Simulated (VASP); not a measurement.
# YMg6Si (Amm2) in VASP: further runs, part 2 of 2

VASP 6.6.1. Earlier steps stand in the parts before.

## (3) Equation of state, LDA

Input file run.py:

```python
from ase.calculators.vasp import Vasp
from ase.eos import EquationOfState
from ase.io import Trajectory
from ase.spacegroup import crystal
from ase.units import GPa

atoms = crystal(
    ['Y', 'Si', 'Mg', 'Mg', 'Mg', 'Mg'],
    basis=[[0.5, 0.0, 0.177332], [0.5, 0.5, 0.160656], [0.0, 0.5, 0.320027], [0.0, 0.0, 0.338721], [0.0, 0.253067, 0.07706], [0.5, 0.750254, 0.42457]],
    spacegroup=38,
    setting=1,
    cellpar=[5.08297, 6.062741, 11.681772, 90.0, 90.0, 90.0],
    primitive_cell=True,
)
calc = Vasp(
    directory='calc',
    xc='lda',
    pp='LDA',
    setups='recommended',
    pp_version='54',
    prec='Accurate',
    encut=520,
    ediff=1e-06,
    ismear=-5,
    sigma=0.05,
    lreal=False,
    lasph=True,
    nelm=60,
    algo='Normal',
    isif=2,
    lwave=False,
    lcharg=False,
    kpts=[5, 5, 5],
    gamma=False,
)
atoms.calc = calc
cell = atoms.cell.copy()
volumes, energies = [], []
traj = Trajectory('eos.traj', 'w')
for x in [0.94, 0.96, 0.98, 1.0, 1.02, 1.04, 1.06]:
    atoms.set_cell(cell * x ** (1 / 3), scale_atoms=True)
    volumes.append(atoms.get_volume())
    energies.append(atoms.get_potential_energy())
    traj.write(atoms)
    print(f'{x:5.2f} {volumes[-1]:12.5f} {energies[-1]:14.6f}')

v0, e0, B = EquationOfState(volumes, energies, eos='murnaghan').fit()
print(f'V0 = {v0:.4f} A^3, E0 = {e0:.6f} eV, B = {B / GPa:.2f} GPa')
```

Potentials or basis: VASP PAW LDA potentials, release 54 (Y_sv, Mg, Si).

Command:

```
$ python run.py
```

Standard output:

```text
0.94    169.19719     -24.368774
 0.96    172.79713     -24.348473
 0.98    176.39707     -24.307287
 1.00    179.99701     -24.247430
 1.02    183.59695     -24.170652
 1.04    187.19689     -24.078656
 1.06    190.79683     -23.973042
<dir> UserWarning: The minimum volume of your fit is not in your volumes.  You may not have a minimum in your dataset!
  warnings.warn(
V0 = 167.8256 A^3, E0 = -24.370508 eV, B = 50.43 GPa
```

OUTCAR:

```text
ENCUT = 520.000000
   EDIFF = 1.00e-06
   PREC = Accurate
   ISIF = 2
   ISMEAR = -5
   NELM = 60
   LASPH = .TRUE.
   LREAL = .FALSE.

 ion  position               nearest neighbor table
   1  0.823  0.177  0.500-   8 3.10   8 3.10   2 3.23   2 3.23   6 3.25   6 3.25   7 3.25   7 3.25
                             3 3.32   4 3.32   4 3.38   3 3.38
   2  0.661  0.339  0.000-   5 3.10   5 3.10   4 3.18   3 3.18   4 3.18   3 3.18   7 3.22   6 3.22
                             1 3.23   1 3.23   6 3.49   7 3.49
   3  0.326  0.175  0.500-   4 3.09   4 3.09   6 3.16   6 3.16   2 3.18   2 3.18   8 3.21   5 3.26
                             5 3.26   1 3.32   1 3.38
   4  0.825  0.674  0.500-   3 3.09   3 3.09   7 3.16   7 3.16   2 3.18   2 3.18   8 3.21   5 3.26
                             5 3.26   1 3.32   1 3.38
   5  0.180  0.820  0.000-   2 3.10   2 3.10   8 3.21   8 3.21   3 3.26   4 3.26   4 3.26   3 3.26
                             7 3.27   6 3.27   6 3.44   7 3.44
   6  0.176  0.330  0.000-   7 3.05   7 3.13   3 3.16   3 3.16   8 3.17   8 3.17   2 3.22   1 3.25
                             1 3.25   5 3.27   5 3.44   2 3.49
   7  0.670  0.824  0.000-   6 3.05   6 3.13   4 3.16   4 3.16   8 3.17   8 3.17   2 3.22   1 3.25
                             1 3.25   5 3.27   5 3.44   2 3.49
   8  0.339  0.661  0.500-   1 3.10   1 3.10   7 3.17   6 3.17   7 3.17   6 3.17   4 3.21   3 3.21
                             5 3.21   5 3.21

  LATTYP: Found a base centered orthorhombic cell.
 ALAT       =     6.1816484626
 B/A-ratio  =     1.9268136310
 C/A-ratio  =     0.8383947129

  Lattice vectors:

 A1 = (   0.0000000000,   3.0908242313,  -5.9554422599)
 A2 = (   0.0000000000,   3.0908242313,   5.9554422599)
 A3 = (   5.1826613880,   0.0000000000,   0.0000000000)

Analysis of symmetry for initial positions (statically):
=====================================================================
 Subroutine PRICEL returns:
 Original cell was already a primitive cell.

 Routine SETGRP: Setting up the symmetry group for a
 base centered orthorhombic supercell.

 Subroutine GETGRP returns: Found  4 space group operations
 (whereof  4 operations were pure point group operations)
 out of a pool of  8 trial point group operations.

The static configuration has the point symmetry C_2v.

Analysis of symmetry for dynamics (positions and initial velocities):
=====================================================================
 Subroutine PRICEL returns:
 Original cell was already a primitive cell.

 Routine SETGRP: Setting up the symmetry group for a
 base centered orthorhombic supercell.

 Subroutine GETGRP returns: Found  4 space group operations
 (whereof  4 operations were pure point group operations)
 out of a pool of  8 trial point group operations.
[... 129 lines left out ...]
   EFERMI =   0.00;   METHOD = LEGACY
   ISMEAR =    -5;   SIGMA  =   0.05  broadening in eV -4-tet -1-fermi 0-gaus
   EFERMI_NEDOS =   21; number of points for ismear=-14 and -15
   IALGO  =     38    algorithm
   IMIX   =      4    mixing-type and parameters
     AMIX     =   0.40;   BMIX     =  1.00
     AMIX_MAG =   1.60;   BMIX_MAG =  1.00
  volume/ion in A,a.u.               =      23.85       160.95
  Fermi-wavevector in a.u.,A,eV,Ry     =   0.853111  1.612147  9.902305  0.727799
  Thomas-Fermi vector in A             =   1.969503
   LORBIT       =      0    0 simple, 1 ext, 2 COOP (PROOUT), +10 PAW based schemes
   GGA     = CA    functional components
   LHFCALC =     F    Hartree Fock is set to
   AEXX    =    0.0000 exact exchange contribution
   IVDW    =     0    specifies the selected vdW correction
   LEPSILON=     F    determine dielectric tensor
   LRPA    =     F    only Hartree local field effects (RPA)
 non-spin polarized calculation
 Fermi weights with tetrahedron method with Bloechl corrections
  energy-cutoff  :      520.00
  volume of cell :      190.80
 maximum number of plane-waves:      5162
 NGX is ok and might be reduce to    50
   NGX = 25   NGY = 25   NGZ = 19

 number of electron      26.9999999 magnetization

 Free energy of the ion-electron system (eV)
  ---------------------------------------------------
  ext. energy  EPLUGINS =         0.00000000
  ---------------------------------------------------
  free energy    TOTEN  =       -23.97304198 eV

  energy without entropy =      -23.97304198  energy(sigma->0) =      -23.97304198

 E-fermi :   2.8790     XC(G=0):  -8.9688

 val. band max:        2.8918679391   @ k =   0.2000   0.2000   0.0000
 cond. band min:       2.8400345713   @ k =   0.2000   0.0000   0.4000
 fundamental gap:     -0.0518333678
 Fermi energy:         2.8790036685

 k-point     1 :       0.0000    0.0000    0.0000
  band No.  band energies     occupation
      1     -39.6941      2.00000
      2     -19.8918      2.00000
      3     -19.8111      2.00000
      4     -19.8046      2.00000
      5      -5.1160      2.00000
      6      -1.9857      2.00000
[... 481 lines left out ...]
      5      -4.4358      2.00000
      6      -2.0656      2.00000
[... 10 lines left out ...]
     17       4.0907      0.00000
     18       4.7080      0.00000

 [... further k-points ...]

------------------------ aborting loop because EDIFF is reached ----------------------------------------

  FORCE on cell =-STRESS in cart. coord.  units (eV):
  Direction    XX          YY          ZZ          XY          YZ          ZX
  --------------------------------------------------------------------------------------
  -------------------------------------------------------------------------------------
  Total       -6.3730353     -6.1388464     -5.3595864      0.0000000      0.0000000      0.0000000
  in kB      -53.5162592    -51.5497061    -45.0060295      0.0000000      0.0000000      0.0000000
  external PRESSURE =     -50.0239982 kB  Pullay stress =       0.0000000 kB

 VOLUME and BASIS-vectors are now :
 -----------------------------------------------------------------------------
  energy-cutoff  :      520.00
  volume of cell :      190.80
      direct lattice vectors                 reciprocal lattice vectors
     0.000000000  3.090824231 -5.955442260     0.000000000  0.161769147 -0.083956821
     0.000000000  3.090824231  5.955442260     0.000000000  0.161769147  0.083956821
     5.182661388  0.000000000  0.000000000     0.192951058  0.000000000  0.000000000

 POSITION                                       TOTAL-FORCE (eV/Angst)
 -----------------------------------------------------------------------------------
      2.59133      3.09082     -3.84326         0.000000      0.000000     -0.005443
      0.00000      3.09082     -1.92098         0.000000      0.000000      0.000432
      2.59133      1.54698     -0.89844         0.000000      0.022867      0.056979
      2.59133      4.63467     -0.89844         0.000000     -0.022867      0.056979
      0.00000      3.09082      3.81180         0.000000      0.000000     -0.101427
      0.00000      1.56437      0.91785         0.000000     -0.042050      0.024709
      0.00000      4.61728      0.91785         0.000000      0.042050      0.024709
      2.59133      3.09082      1.91356         0.000000      0.000000     -0.056937
 -----------------------------------------------------------------------------------
    total drift:                                0.000000      0.000000     -0.000221

  FREE ENERGIE OF THE ION-ELECTRON SYSTEM (eV)
  ---------------------------------------------------
  free  energy   TOTEN  =       -23.9730419814 eV

  energy  without entropy=      -23.9730419814  energy(sigma->0) =      -23.97304198
```

INCAR:

```text
ENCUT = 520.000000
SIGMA = 0.050000
EDIFF = 1.00e-06
ALGO = Normal
PREC = Accurate
ISIF = 2
ISMEAR = -5
NELM = 60
LASPH = .TRUE.
LCHARG = .FALSE.
LWAVE = .FALSE.
LREAL = .FALSE.
```

Run time: 7.4 min. Hardware: 1 thread of Intel Xeon 6975P-C (Granite Rapids), shared host; peak memory 0.31 GiB.

What came out:

```yaml
Equilibrium_volume: "20.98 Å³/atom (rough: see the caveat)"
Bulk_modulus_at_fixed_shape_and_positions: 50 GPa (rough)
```

Energy against volume, from the lowest point:
| volume (Å³/atom) | energy (meV/atom) |
| --- | --- |
| 21.150 | 0.00 |
| 21.600 | 2.54 |
| 22.050 | 7.69 |
| 22.500 | 15.17 |
| 22.950 | 24.77 |
| 23.400 | 36.26 |
| 23.850 | 49.47 |

Caveat: the minimum lies outside the volumes run; the cell was scaled at fixed shape and fractional positions, which overstates the stiffness of a crystal with free parameters, most of all of layers and chains.

## (4) Electric field gradients, AM05

Input file INCAR:

```
SYSTEM = YMg6Si
PREC = Accurate
ENCUT = 500
EDIFF = 1E-8
ISMEAR = 1
SIGMA = 0.1
LREAL = .FALSE.
LASPH = .TRUE.
NELM = 60
ALGO = Normal
ISIF = 2
LWAVE = .FALSE.
LCHARG = .FALSE.
GGA = AM
LEFG = .TRUE.
```

Input file KPOINTS:

```
regular mesh
0
Monkhorst
  5 5 5
  0 0 0
```

Input file POSCAR:

```
YMg6Si
1.0
    5.0829700000      0.0000000000      0.0000000000
    0.0000000000      3.0313705000      5.8408860000
    0.0000000000     -3.0313705000      5.8408860000
Y Si Mg
1 1 6
Direct
    0.5000000000      0.1773320000      0.1773320000
    0.5000000000      0.6606560000      0.6606560000
    0.0000000000      0.8200270000      0.8200270000
    0.0000000000      0.3387210000      0.3387210000
    0.0000000000      0.3301270000      0.8239930000
    0.0000000000      0.8239930000      0.3301270000
    0.5000000000      0.1748240000      0.6743160000
    0.5000000000      0.6743160000      0.1748240000
```

Potentials or basis: VASP PAW PBE potentials, release 64 (Y_sv, Si, Mg).

Command:

```
$ cat potpaw_PBE.64/Y_sv/POTCAR potpaw_PBE.64/Si/POTCAR potpaw_PBE.64/Mg/POTCAR > POTCAR
$ mpirun -np 1 vasp_std > vasp.out
```

OUTCAR:

```text
SYSTEM = YMg6Si
   PREC = Accurate
   ENCUT = 500
   EDIFF = 1E-8
   ISMEAR = 1
   LREAL = .FALSE.
   LASPH = .TRUE.
   NELM = 60
   ISIF = 2
   GGA = AM

 ion  position               nearest neighbor table
   1  0.500  0.177  0.177-   2 3.04   2 3.04   4 3.16   4 3.16   6 3.19   5 3.19   5 3.19   6 3.19
                             8 3.26   7 3.26   8 3.32   7 3.32
   2  0.500  0.661  0.661-   1 3.04   1 3.04   5 3.11   6 3.11   5 3.11   6 3.11   7 3.15   8 3.15
                             3 3.15   3 3.15
   3  0.000  0.820  0.820-   4 3.04   4 3.04   2 3.15   2 3.15   8 3.20   7 3.20   7 3.20   8 3.20
                             6 3.21   5 3.21   5 3.37   6 3.37
   4  0.000  0.339  0.339-   3 3.04   3 3.04   7 3.12   8 3.12   7 3.12   8 3.12   5 3.16   6 3.16
                             1 3.16   1 3.16   6 3.42   5 3.42
   5  0.000  0.330  0.824-   6 2.99   6 3.07   7 3.10   7 3.10   2 3.11   2 3.11   4 3.16   1 3.19
                             1 3.19   3 3.21   3 3.37   4 3.42
   6  0.000  0.824  0.330-   5 2.99   5 3.07   8 3.10   8 3.10   2 3.11   2 3.11   4 3.16   1 3.19
                             1 3.19   3 3.21   3 3.37   4 3.42
   7  0.500  0.175  0.674-   8 3.03   8 3.03   5 3.10   5 3.10   4 3.12   4 3.12   2 3.15   3 3.20
                             3 3.20   1 3.26   1 3.32
   8  0.500  0.674  0.175-   7 3.03   7 3.03   6 3.10   6 3.10   4 3.12   4 3.12   2 3.15   3 3.20
                             3 3.20   1 3.26   1 3.32

  LATTYP: Found a base centered orthorhombic cell.
 ALAT       =     6.0627410000
 B/A-ratio  =     1.9268136310
 C/A-ratio  =     0.8383947129

  Lattice vectors:

 A1 = (   0.0000000000,   3.0313705000,  -5.8408860000)
 A2 = (   0.0000000000,   3.0313705000,   5.8408860000)
 A3 = (   5.0829700000,   0.0000000000,   0.0000000000)

Analysis of symmetry for initial positions (statically):
=====================================================================
 Subroutine PRICEL returns:
 Original cell was already a primitive cell.

 Routine SETGRP: Setting up the symmetry group for a
 base centered orthorhombic supercell.

 Subroutine GETGRP returns: Found  4 space group operations
 (whereof  4 operations were pure point group operations)
 out of a pool of  8 trial point group operations.

The static configuration has the point symmetry C_2v.

Analysis of symmetry for dynamics (positions and initial velocities):
=====================================================================
 Subroutine PRICEL returns:
 Original cell was already a primitive cell.

 Routine SETGRP: Setting up the symmetry group for a
 base centered orthorhombic supercell.

 Subroutine GETGRP returns: Found  4 space group operations
 (whereof  4 operations were pure point group operations)
 out of a pool of  8 trial point group operations.

The dynamic configuration has the point symmetry C_2v.

 Subroutine INISYM returns: Found  4 space group operations
 (whereof  4 operations are pure point group operations),
 and found     1 'primitive' translations

----------------------------------------------------------------------------------------

                                     Primitive cell

[... 144 lines left out ...]
  ---------------------------------------------------
  ext. energy  EPLUGINS =         0.00000000
  ---------------------------------------------------
  free energy    TOTEN  =       -22.31732926 eV

  energy without entropy =      -22.31634788  energy(sigma->0) =      -22.31700214

 E-fermi :   3.3106     XC(G=0):  -9.0166

 val. band max:        3.3102693587   @ k =   0.4000   0.2000   0.0000
 cond. band min:       3.3178507029   @ k =   0.2000   0.0000   0.0000
 fundamental gap:      0.0075813441
 Fermi energy:         3.3105877955

 k-point     1 :       0.0000    0.0000    0.0000
  band No.  band energies     occupation
      1     -39.2002      2.00000
      2     -19.3335      2.00000
      3     -19.2601      2.00000
      4     -19.2403      2.00000
      5      -4.8931      2.00000
      6      -1.5975      2.00000
[... 481 lines left out ...]
      5      -4.1751      2.00000
      6      -1.7615      2.00000
[... 10 lines left out ...]
     17       4.6166     -0.00000
     18       5.1385     -0.00000

 [... further k-points ...]

------------------------ aborting loop because EDIFF is reached ----------------------------------------

  FORCE on cell =-STRESS in cart. coord.  units (eV):
  Direction    XX          YY          ZZ          XY          YZ          ZX
  --------------------------------------------------------------------------------------
  -------------------------------------------------------------------------------------
  Total       -1.6468530     -0.3619468     -1.4477931      0.0000000      0.0000000      0.0000000
  in kB      -14.6588577     -3.2217364    -12.8869990      0.0000000      0.0000000      0.0000000
  external PRESSURE =     -10.2558644 kB  Pullay stress =       0.0000000 kB

 VOLUME and BASIS-vectors are now :
 -----------------------------------------------------------------------------
  energy-cutoff  :      500.00
  volume of cell :      180.00
      direct lattice vectors                 reciprocal lattice vectors
     5.082970000  0.000000000  0.000000000     0.196735373  0.000000000  0.000000000
     0.000000000  3.031370500  5.840886000     0.000000000  0.164941897  0.085603451
     0.000000000 -3.031370500  5.840886000     0.000000000 -0.164941897  0.085603451

 POSITION                                       TOTAL-FORCE (eV/Angst)
 -----------------------------------------------------------------------------------
      2.54149      0.00000      2.07155         0.000000      0.000000      0.009961
      2.54149      0.00000      7.71763         0.000000      0.000000     -0.029689
      0.00000      0.00000      9.57937         0.000000      0.000000     -0.120706
      0.00000      0.00000      3.95686         0.000000      0.000000     -0.011348
      0.00000     -1.49709      6.74108         0.000000     -0.014781      0.009438
      0.00000      1.49709      6.74108         0.000000      0.014781      0.009438
      2.54149     -1.51415      4.95973         0.000000     -0.004850      0.066453
      2.54149      1.51415      4.95973         0.000000      0.004850      0.066453
 -----------------------------------------------------------------------------------
    total drift:                               -0.000000     -0.000000      0.000288

  FREE ENERGIE OF THE ION-ELECTRON SYSTEM (eV)
  ---------------------------------------------------
  free  energy   TOTEN  =       -22.3173292629 eV

  energy  without entropy=      -22.3163478828  energy(sigma->0) =      -22.31700214

 Electric field gradients (V/A^2)
---------------------------------------------------------------------
 ion       V_xx      V_yy      V_zz      V_xy      V_xz      V_yz
---------------------------------------------------------------------
   1      55.621   -46.994    -8.627     0.000    -0.000    -0.000
   2      29.775   -51.911    22.136     0.000     0.000     0.000
   3       3.509    -6.001     2.491    -0.000     0.000     0.000
   4      -5.364     1.578     3.786     0.000    -0.000     0.000
   5       1.067    -3.332     2.265     0.000    -0.000     4.589
   6       1.067    -3.332     2.265    -0.000     0.000    -4.589
   7       1.293    -2.746     1.453    -0.000     0.000    11.203
   8       1.293    -2.746     1.453     0.000     0.000   -11.203
---------------------------------------------------------------------

 Electric field gradients after diagonalization (V/A^2)
 (convention: |V_zz| > |V_xx| > |V_yy|)
----------------------------------------------------------------------
 ion       V_xx      V_yy      V_zz     asymmetry (V_yy - V_xx)/ V_zz
----------------------------------------------------------------------
   1     -46.994    -8.627    55.621       0.690
   2      29.775    22.136   -51.911       0.147
   3       3.509     2.491    -6.001       0.170
   4       3.786     1.578    -5.364       0.412
   5       4.841     1.067    -5.908       0.639
   6       4.841     1.067    -5.908       0.639
   7      10.752     1.293   -12.045       0.785
   8      10.752     1.293   -12.045       0.785
----------------------------------------------------------------------

           NMR quadrupolar parameters

 Cq : quadrupolar parameter    Cq=e*Q*V_zz/h
 eta: asymmetry parameters     (V_yy - V_xx)/ V_zz
 Q  : nuclear electric quadrupole moment in mb (millibarn)
----------------------------------------------------------------------
 ion       Cq(MHz)       eta       Q (mb)
----------------------------------------------------------------------
   1       0.134       0.690       1.000
   2      -0.126       0.147       1.000
   3      -0.015       0.170       1.000
   4      -0.013       0.412       1.000
   5      -0.014       0.639       1.000
   6      -0.014       0.639       1.000
   7      -0.029       0.785       1.000
   8      -0.029       0.785       1.000
----------------------------------------------------------------------
```

Run time: 84 s. Hardware: 1 thread of Intel Xeon 6975P-C (Granite Rapids), shared host; peak memory 0.34 GiB.

What came out:

```yaml
Free_energy: -22.3173 eV
Pressure: -1.0 GPa
Largest_force: 0.121 eV/Å
```

Forces in eV/Å, atoms in the order of the input:
```
Y    0.000  0.000  0.010
Si   0.000  0.000 -0.030
Mg   0.000  0.000 -0.121
Mg   0.000  0.000 -0.011
Mg   0.000 -0.015  0.009
Mg   0.000  0.015  0.009
Mg   0.000 -0.005  0.066
Mg   0.000  0.005  0.066
```

Stress tensor (GPa, compression positive):
```
-1.47  0.00  0.00
 0.00 -0.32  0.00
 0.00  0.00 -1.29
```

Electric field gradients, principal values (V/Å²):
```
atom     Vxx      Vyy      Vzz
 1 Y  -8.627  -46.994   55.621
2 Si  22.136   29.775  -51.911
3 Mg   2.491    3.509   -6.001
4 Mg   1.578    3.786   -5.364
5 Mg   1.067    4.841   -5.908
6 Mg   1.067    4.841   -5.908
7 Mg   1.293   10.752  -12.045
8 Mg   1.293   10.752  -12.045
```

Caveat: the PAW data sets were made with another functional, which shifts forces and pressure a little.
